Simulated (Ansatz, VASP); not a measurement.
# C (C (Fd-3m)): VASP beside Ansatz

Aim: how closely do two programs agree when they are given the same cell, functional and k mesh? The cell is taken from a series of runs on this material, whose earlier steps may have relaxed, scaled, displaced or heated it; both programs get it as it stands.

Main program and level: Ansatz 0.2.0; plane waves, with VASP 6.6.1 beside it; single point at PBE.

## (1) Set-up

The cell holds 216 atoms: 216 C. Cell: a = 10.715 Å, b = 10.715 Å, c = 10.715 Å, α = 90.0°, β = 90.0°, γ = 90.0°.

## (2) VASP: single point, PBE

With cell and atoms fixed, the geometry can't cause a difference; cores, projectors, grids and the points listed under the comparison can.

Lines of VASP's logs that name or quote its potential files are left out, and so is its time.

INCAR reads:

```
SYSTEM = C
PREC = Accurate
ENCUT = 520
EDIFF = 1E-06
NELM = 120
ISMEAR = -1
SIGMA = 0.01
LREAL = Auto
ALGO = Normal
GGA = PE
NBANDS = 583
LORBIT = 11
LWAVE = .FALSE.
LCHARG = .FALSE.
ISIF = 2
LASPH = .TRUE.
GGA_COMPAT = .FALSE.
EFERMI = MIDGAP
```

POSCAR reads:

```
C
1.0
   10.7146870783      0.0000000000      0.0000000000
    0.0000000000     10.7146870783      0.0000000000
    0.0000000000      0.0000000000     10.7146870783
C
216
Direct
    0.0000000000      0.0000000000      0.0000000000
    0.0000000000      0.1666666667      0.1666666667
    0.1666666667      0.0000000000      0.1666666667
    0.1666666667      0.1666666667      0.0000000000
    0.0833333333      0.0833333333      0.0833333333
    0.0833333333      0.2500000000      0.2500000000
    0.2500000000      0.0833333333      0.2500000000
    0.2500000000      0.2500000000      0.0833333333
    0.0000000000      0.0000000000      0.3333333333
    0.0000000000      0.1666666667      0.5000000000
    0.1666666667      0.0000000000      0.5000000000
    0.1666666667      0.1666666667      0.3333333333
    0.0833333333      0.0833333333      0.4166666667
    0.0833333333      0.2500000000      0.5833333333
    0.2500000000      0.0833333333      0.5833333333
    0.2500000000      0.2500000000      0.4166666667
    0.0000000000      0.0000000000      0.6666666667
    0.0000000000      0.1666666667      0.8333333333
    0.1666666667      0.0000000000      0.8333333333
    0.1666666667      0.1666666667      0.6666666667
    0.0833333333      0.0833333333      0.7500000000
    0.0833333333      0.2500000000      0.9166666667
    0.2500000000      0.0833333333      0.9166666667
    0.2500000000      0.2500000000      0.7500000000
    0.0000000000      0.3333333333      0.0000000000
    0.0000000000      0.5000000000      0.1666666667
    0.1666666667      0.3333333333      0.1666666667
    0.1666666667      0.5000000000      0.0000000000
    0.0833333333      0.4166666667      0.0833333333
    0.0833333333      0.5833333333      0.2500000000
[... 180 atom lines left out ...]
    0.8333333333      0.6666666667      0.8333333333
    0.8333333333      0.8333333333      0.6666666667
    0.7500000000      0.7500000000      0.7500000000
    0.7500000000      0.9166666667      0.9166666667
    0.9166666667      0.7500000000      0.9166666667
    0.9166666667      0.9166666667      0.7500000000
```

KPOINTS reads:

```
Automatic mesh
0
Gamma
1 1 1
0 0 0
```

PAW data sets: C (PBE family, release 64).

Launch:

```console
$ export OMP_NUM_THREADS=3
$ mpirun -np 1 vasp_gam
```

Numbers of over 12 decimals in the logs are rounded to 6 here.

Output:

```text
[banner, memory and clock lines left out]
running    1 mpi-ranks, on    1 nodes
[...]
Offloading initialized ...    1 GPUs detected
[...]
LDA part: xc-table for (Slater+PW92), standard interpolation
 POSCAR, INCAR and KPOINTS ok, starting setup
[...]
entering main loop
       N       E                     dE             d eps       ncg     rms          rms(c)
DAV:   1     0.620760739647E+04    0.62076E+04   -0.52639E+05  1166   0.155E+03
DAV:   2    -0.143113214695E+04   -0.76387E+04   -0.71376E+04  1541   0.353E+02
DAV:   3    -0.201568876115E+04   -0.58456E+03   -0.57762E+03  1460   0.927E+01
DAV:   4    -0.203057456881E+04   -0.14886E+02   -0.14806E+02  1468   0.155E+01
[...]
DAV:  11    -0.196239157987E+04   -0.23783E-04   -0.11091E-04  1444   0.157E-02    0.663E-03
DAV:  12    -0.196239158354E+04   -0.36666E-05   -0.14247E-06  1028   0.191E-03    0.241E-03
DAV:  13    -0.196239158345E+04    0.91179E-07   -0.35585E-07   956   0.824E-04
   1 F= -.19623916E+04 E0= -.19623916E+04  d E =0.000000E+00
```

From OUTCAR (step 2):

```text
  FREE ENERGIE OF THE ION-ELECTRON SYSTEM (eV)
  ---------------------------------------------------
  free  energy   TOTEN  =     -1962.3915834498 eV

  energy  without entropy=    -1962.3915834498  energy(sigma->0) =    -1962.39158345
```

The run ends at a pressure of 0.85 GPa.

## (3) Ansatz: single point, PBE

Ansatz runs on its default PAW (the set named soft_2) files.

The same cell, functional, mesh and smearing now go to Ansatz.

input.yaml reads:

```yaml
crystal:
  lattice:
    - [10.7146870783, 0.0, 0.0]
    - [0.0, 10.7146870783, 0.0]
    - [0.0, 0.0, 10.7146870783]
  atoms:
    - { symbol: C, position: [0.0, 0.0, 0.0] }
    - { symbol: C, position: [0.0, 0.1666666667, 0.1666666667] }
    - { symbol: C, position: [0.1666666667, 0.0, 0.1666666667] }
    - { symbol: C, position: [0.1666666667, 0.1666666667, 0.0] }
    - { symbol: C, position: [0.0833333333, 0.0833333333, 0.0833333333] }
    - { symbol: C, position: [0.0833333333, 0.25, 0.25] }
    - { symbol: C, position: [0.25, 0.0833333333, 0.25] }
    - { symbol: C, position: [0.25, 0.25, 0.0833333333] }
    - { symbol: C, position: [0.0, 0.0, 0.3333333333] }
    - { symbol: C, position: [0.0, 0.1666666667, 0.5] }
    - { symbol: C, position: [0.1666666667, 0.0, 0.5] }
    - { symbol: C, position: [0.1666666667, 0.1666666667, 0.3333333333] }
    - { symbol: C, position: [0.0833333333, 0.0833333333, 0.4166666667] }
    - { symbol: C, position: [0.0833333333, 0.25, 0.5833333333] }
    - { symbol: C, position: [0.25, 0.0833333333, 0.5833333333] }
    - { symbol: C, position: [0.25, 0.25, 0.4166666667] }
    - { symbol: C, position: [0.0, 0.0, 0.6666666667] }
    - { symbol: C, position: [0.0, 0.1666666667, 0.8333333333] }
    - { symbol: C, position: [0.1666666667, 0.0, 0.8333333333] }
    - { symbol: C, position: [0.1666666667, 0.1666666667, 0.6666666667] }
    - { symbol: C, position: [0.0833333333, 0.0833333333, 0.75] }
    - { symbol: C, position: [0.0833333333, 0.25, 0.9166666667] }
    - { symbol: C, position: [0.25, 0.0833333333, 0.9166666667] }
    - { symbol: C, position: [0.25, 0.25, 0.75] }
    - { symbol: C, position: [0.0, 0.3333333333, 0.0] }
    - { symbol: C, position: [0.0, 0.5, 0.1666666667] }
    - { symbol: C, position: [0.1666666667, 0.3333333333, 0.1666666667] }
    - { symbol: C, position: [0.1666666667, 0.5, 0.0] }
    - { symbol: C, position: [0.0833333333, 0.4166666667, 0.0833333333] }
    - { symbol: C, position: [0.0833333333, 0.5833333333, 0.25] }
[... 180 atom lines left out ...]
    - { symbol: C, position: [0.8333333333, 0.6666666667, 0.8333333333] }
    - { symbol: C, position: [0.8333333333, 0.8333333333, 0.6666666667] }
    - { symbol: C, position: [0.75, 0.75, 0.75] }
    - { symbol: C, position: [0.75, 0.9166666667, 0.9166666667] }
    - { symbol: C, position: [0.9166666667, 0.75, 0.9166666667] }
    - { symbol: C, position: [0.9166666667, 0.9166666667, 0.75] }
basis:
  ecutwfc: 420
  xc_grid: 2
hamiltonian:
  xc: pbe
kpoints:
  mp_grid: { grid: [1, 1, 1] }
scf:
  occupations: { method: fermi_dirac, width: 0.01 }
  max_iter: 80
```

Launch:

```console
$ ansatz run input.yaml --threads 4 --pin off --max-ram 18841MiB --backend cpu --events-out ev --progress --plain --runs-dir out
```

Output:

```text
Engine: ansatz 0.2.0, aarch64-unknown-linux-gnu
Pseudopotentials: kind: paw
Pseudopotential: C, paw, valence charge 4, recommended cutoff 420 eV (normal), C.paw.azcp
Functional definition: PBE
  parameter kappa = 0.804
  parameter beta = 0.066725
  exchange = pbe_x(kappa = kappa, mu = beta*pi^2/3)
  correlation = pbe_c(beta = beta)
Crystal: 216 atoms, lattice volume = 1230.094 Å³
Basis set: ecut = 420 eV, 23871 PW (Γ), exchange–correlation on 144×144×144 points (8 copies of the dense FFT grid, shifted against one another)
Bands: 648, of which v1, the nominal top of the filled ones, is band 432 counted from 1 (431 counted from 0)
Symmetry: 5184 space group operations
Space group: Fd-3m (ITA 227), of the structure as read, at distance tolerance 1.1e-4 Å
k-points: 1
Non-local potential: C, projectors of the file, l = 0: 2, l = 1: 2, l = 2: 1
PAW form: soft (Blöchl's): semilocal exchange-correlation on the pseudo side does not see the compensation charge
PAW one-centre angular grid: C, 110 points (default); XC on 64 Gauss nodes
Initial density: superposition of atomic densities (neutral atoms: chi_scale 0, normalization atom), corrected by the library's trained network
Initial wavefunctions: pseudopotential atomic-orbital guess
Functional: x = pbe(κ = 0.804, μ = 0.219515), c = pbe(β = 0.066725)
SCF iter   1: F=—  HF=-54172.656019 eV  |F-HF|=—  |Δ(HF+E_count)|=         —  Δρ=2.07e-3  dr2=2.30e-2  ethr=1.77e-3  ⟨swp⟩=5.0  Hψ=2663  notcnv=0  defer=48
preconditioner: auto → Resta (q_TF=auto, 2.572 Å⁻¹)  ε∞=4.4  [insulator: Δε(μ)=4.159 eV  Ē_g=16.966 eV  σ=0.010 eV  W_gap=1.00  n_scr=364 (ndim 8)  ℏωp=31.1 eV  f_vac=0.000  D(μ)=0.00/eV (n_scr^D=0)  ε∞_Penn≈4.4]
SCF iter   2: F=—  HF=-54172.668406 eV  |F-HF|=—  |Δ(HF+E_count)|=   1.24e-2  Δρ=1.14e-3  dr2=7.24e-3  ethr=2.66e-6  ⟨swp⟩=2.0  Hψ=1184  notcnv=0  defer=210
SCF iter   3: F=—  HF=-54172.672171 eV  |F-HF|=—  |Δ(HF+E_count)|=   3.77e-3  Δρ=8.60e-5  dr2=2.54e-5  ethr=8.38e-7  ⟨swp⟩=2.0  Hψ=876  notcnv=0  defer=62
automatic band count: iteration 3 solves 500 bands in place of 648: the levels show a gap, and the empty bands left out lie too high to hold charge; the band table lists the bands solved (type scf.n_extra_bands for more)
SCF iter   4: F=—  HF=-54172.681193 eV  |F-HF|=—  |Δ(HF+E_count)|=   9.02e-3  Δρ=1.89e-5  dr2=1.53e-6  ethr=2.94e-9  ⟨swp⟩=2.0  Hψ=855  notcnv=0  defer=62
iter 5 did not close the SCF: its close was put off for the readings that it lacked (scf_convergence_deferred on its scf_iter line)
SCF iter   5: F=-54172.681195 eV  HF=-54172.681195 eV  |F-HF|=8.43e-9  |Δ(HF+E_count)|=   1.58e-6  Δρ=2.41e-6  dr2=5.83e-8  ethr=1.77e-10  ⟨swp⟩=3.0  Hψ=906  notcnv=0  defer=62
SCF iter   6: F=-54172.681195 eV  HF=-54172.681195 eV  |F-HF|=1.31e-10  |Δ(HF+E_count)|=   1.35e-8  Δρ=5.52e-7  dr2=2.49e-9  ethr=6.74e-12  ⟨swp⟩=1.0  Hψ=1384  notcnv=0
SCF 1 converged in 6 iterations: F = -54172.681195 eV  dr2 = 2.49e-9
  greatest PAW one-centre occupation: 0.643 electrons in one spin orbital (limit 2), on the C atom at site 215 (counted from 0), in its partial waves of l = 0
SCF converged after 6 iterations
Free energy (F): -54172.681195 eV
Harris-Foulkes:  -54172.681195 eV  (|F-HF|=1.31e-10)
Internal energy: -54172.681195 eV  (E = F + TS)
E sigma→0 (E₀):  -54172.681195 eV
Fermi energy:    15.319796 eV
--- Per-component energies (eV) ---
  E_band       = 3712.116297
  E_kinetic    = 19910.405675
  E_local      = -13260.593390  (includes V_loc(G=0)·N_el)
  E_nonlocal   = 5750.772737
  E_hartree    = 2901.015189
  E_xc         = -10514.815293
  E_vxc        = -13053.124196  (∫ρ·V_xc dr)
  E_paw        = -21430.381474  (= ΣΔE_a)
  E_vpaw       = -1437.372465  (= ΣTr[D̂ρ^β])
  E_aug_tail   = 0.001957  (compensation charges beyond the density's cutoff)
  E_ewald      = -37529.086595
  E_smearing   = -0.000000  (= −TS)
  E_closure    = -0.000000  (closes the sum)
  Σ components = -54172.681195   (vs F -54172.681195, Δ=0.00e0)
```

In the SCF lines HF is the Harris–Foulkes energy and dr2 the Hartree energy of the density residual, in eV; the loop may stop once dr2 is under the threshold and the program's other checks hold. Hψ counts applications of the Hamiltonian.

## (4) Differences

Known differences besides the potentials themselves: the cutoff is 420 eV in Ansatz and 520 eV in VASP (PREC = Accurate, projectors in real space). Total energies have different zeros and are not compared.

Compared:

```csv
quantity,Ansatz,VASP,difference
gap on the k mesh (eV),4.149,4.141,+0.007
```

A gap on the mesh is an upper bound, since the band edges may lie between its points.

## (5) What came out

```
difference in gap on the k mesh (single point, PBE) : 0.0071 eV
```

The difference in gap on the k mesh is 0.0071 eV (single point, PBE), within the 0.08 eV picked in this series as the mark of a large difference. Such differences can come from data sets, numerical settings and the points named under the comparisons, not from the functional's error against experiment.

[Lines on the potential files, build, host, timing and source positions are cut from VASP's logs without a mark.]

[Logs are printed without paths, hosts, clocks, repeated set-up lines and the standing remarks that a program may print on its own settings, such as how far it seeks lower states.]

[Hosts, paths, dates, database ids (printed as entryN), source tags and the programs' standing remarks are cut or masked in the printed files.]
